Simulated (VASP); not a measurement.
Crystal: MoS2.

```xyz
6
Lattice="3.1610 0.0000 0.0000 -1.5805 2.7375 0.0000 0.0000 0.0000 12.2950" Properties=species:S:1:pos:R:3 pbc="T T T"
Mo    0.0000    1.8250    3.0737
Mo    1.5805    0.9125    9.2212
S     1.5805    0.9125    4.6388
S     1.5805    0.9125    1.5087
S     0.0000    1.8250   10.7863
S     0.0000    1.8250    7.6562
```

The cell was built by a generator and needn't be a form met in nature.

Program: VASP 6.6.1. Alike in all runs: task single point; no spin polarisation; cell as given; k mesh 8 × 8 × 2; cutoff (eV) 520; smearing fermi-dirac 0.05 eV.

Q: Order these runs on this cell by their pressure, lowest first.
A. level LDA; potentials or basis VASP PAW LDA potentials, release 64 (Mo_sv, S)
B. level optB86b-vdW; potentials or basis VASP PAW PBE potentials, release 64 (Mo_sv, S)
C. level PBEsol; potentials or basis VASP PAW PBE potentials, release 64 (Mo_sv, S)
D. level vdW-DF2; potentials or basis VASP PAW PBE potentials, release 64 (Mo_sv, S)

A: A (-4.8 GPa), C (-2.2 GPa), B (1.0 GPa), D (13.4 GPa).

Caveats: the PAW data sets were made with another functional, which shifts forces and pressure a little (some runs); this functional lacks dispersion, which binds the layers, so the pressure and a relaxed spacing across them are unreliable (some runs).

Runs at the PBE level aren't shown here.
